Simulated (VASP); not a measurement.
An input for Ansatz (written as the equivalent of a VASP run, and not itself run):

Ansatz 0.2 input:
```yaml
crystal:
  lattice:
    - [4.5998400, 0.0000000, 0.0000000]
    - [0.0000000, 4.5998400, 0.0000000]
    - [0.0000000, 0.0000000, 2.9592100]
  atoms:
    - { symbol: Ti, position: [0.5032420, 0.5007170, -0.0036300] }
    - { symbol: Ti, position: [0.0000510, 0.0027910, 0.5011720] }
    - { symbol: O, position: [0.6972060, 0.6976060, 0.4952650] }
    - { symbol: O, position: [0.3003060, 0.2970090, 0.5069020] }
    - { symbol: O, position: [0.8054900, 0.1982870, -0.0081290] }
    - { symbol: O, position: [0.1937050, 0.8035900, 0.0084210] }
kpoints:
  mp_grid: { grid: [7, 7, 11] }
hamiltonian:
  xc: pbesol
  pseudopotentials: { kind: paw }
scf:
  occupations: { method: gaussian, width: 0.01 }
  max_iter: 100
output: { forces: true, stress: true, eigenvalues: true }
```

Q: Translate this input to VASP (INCAR, KPOINTS, POSCAR, choice of POTCAR).

A: This is not unique; one that fits is 
**INCAR**
```
NELM=100   ! most electronic steps
ALGO=Normal   ! blocked Davidson
LREAL=F   ! projection in real space or not
ISIF=2
LMAXMIX=4   ! l cut-off of mixed one-centre charges
GGA=PS   ! PBEsol
LWAVE=F
LCHARG=F
EDIFF=1E-09
ISMEAR=0
ENCUT=560
LASPH=T
SYSTEM=TiO2
SIGMA=0.01
PREC=Accurate
```

**KPOINTS**
```
Automatic mesh
0
Gamma
7 7 11
0 0 0
```

**POSCAR**
```
TiO2
1
    4.5998400000     0.0000000000     0.0000000000
    0.0000000000     4.5998400000     0.0000000000
    0.0000000000     0.0000000000     2.9592100000
Ti O
2 4
Direct
  0.5032420000   0.5007170000  -0.0036300000
  0.0000510000   0.0027910000   0.5011720000
  0.6972060000   0.6976060000   0.4952650000
  0.3003060000   0.2970090000   0.5069020000
  0.8054900000   0.1982870000  -0.0081290000
  0.1937050000   0.8035900000   0.0084210000
```

POTCAR, in this order: Ti_sv O (PBE.64 set). Program: vasp_std.

The two are equivalent in intent, not identical: each code has its own PAW files, so the cut-off isn't converted (ENCUT is set for VASP's; basis.ecutwfc is left out, and Ansatz then takes the one that its files recommend); Ansatz stops its SCF on the density residual and VASP on the energy change (EDIFF).

The structure comes from a computed database's TiO2 entry; how it stands against other phases isn't given here. The cell was not relaxed at this level, atoms are displaced from their ideal sites. The run is one of a series of settings (EDIFF = 1E-09, ENCUT = 560, KPOINTS 7×7×11 Γ-centred mesh against the base run), some of them coarse on purpose.
